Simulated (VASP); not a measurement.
A convergence study with VASP on TlBr (CsCl type): one setting is varied, all else stays as given below, so the limit is that of these other settings. Each run relaxes cell and ions from the cell shown. The basis is that of the starting cell, so low cut-offs carry a Pulay error.

```
TlBr
1.0
    3.99000     0.00000     0.00000
    0.00000     3.99000     0.00000
    0.00000     0.00000     3.99000
Tl Br
1 1
Direct
  0.00000   0.00000   0.00000
  0.50000   0.50000   0.50000
```

The numbers are results of PBE GGA, VASP's PBE PAW potentials (set 64) (plane waves; VASP 6.6.1), not measurements. The tightest run used: 700 eV cut-off, 6×6×6 Γ-centred mesh, Gaussian smearing of 0.050 eV, potentials Tl_d Br.

Unless said otherwise, spin-orbit coupling is left out, though it shifts the bands of the heavy elements here. Gaps are read on the run's mesh, which can miss a band edge.

```json
[
 {"setting": "ENCUT = 200", "relaxed volume (Å³/atom)": "28.332", "E (eV/atom)": "-2.8279", "gap on the mesh (eV)": "1.547", "plane waves": "437"},
 {"setting": "ENCUT = 250", "relaxed volume (Å³/atom)": "32.560", "E (eV/atom)": "-2.7715", "gap on the mesh (eV)": "1.946", "plane waves": "587"},
 {"setting": "ENCUT = 300", "relaxed volume (Å³/atom)": "32.938", "E (eV/atom)": "-2.7717", "gap on the mesh (eV)": "1.974", "plane waves": "768"},
 {"setting": "ENCUT = 350", "relaxed volume (Å³/atom)": "32.770", "E (eV/atom)": "-2.7692", "gap on the mesh (eV)": "1.962", "plane waves": "968"},
 {"setting": "ENCUT = 400", "relaxed volume (Å³/atom)": "33.085", "E (eV/atom)": "-2.7716", "gap on the mesh (eV)": "1.985", "plane waves": "1189"}
]
```

### Question
These are the cheaper rows. Estimate the results at ENCUT = 700, and how far the last row shown lies from them.

### Answer

```
quantity                  tightest run  last row shown is off by
------------------------  ------------  ------------------------
relaxed volume (Å³/atom)        33.273                    -0.187
E (eV/atom)                    -2.7725                    0.0009
gap on the mesh (eV)             1.998                    -0.014
```

Left out are rungs that failed or repeat a setting and relaxations that didn't move; long series are thinned to 24 rows.

The compound is TlBr in the CsCl type structure.
